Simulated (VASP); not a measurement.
The system is Sr.

```
Sr
1.0
     0.00000    3.01082    3.01082
     3.01082    0.00000    3.01082
     3.01082    3.01082    0.00000
Sr
1
Direct
  0.00000 0.00000 0.00000
```

Base run:

```yaml
Program: VASP 6.6.1
Functional: PBEsol
Potentials_or_basis: VASP PAW PBE potentials, release 64 (Sr_sv)
Cutoff: 300 eV
k_mesh: 12 × 12 × 12
Occupations: methfessel-paxton, width 0.1 eV
Spin: no spin polarisation
```

Its results: band gap on the k mesh none (metal or under the smearing width); pressure -0.7 GPa.

The run is repeated on the same cell with these changes: functional from PBEsol to PBE. What comes out?

Band gap on the k mesh none (metal or under the smearing width); pressure -0.1 GPa.

PBE binds less tightly than PBEsol, so the same cell stands under more pressure.

Caveats: the PAW data sets were made with another functional, which shifts forces and pressure a little (some runs).
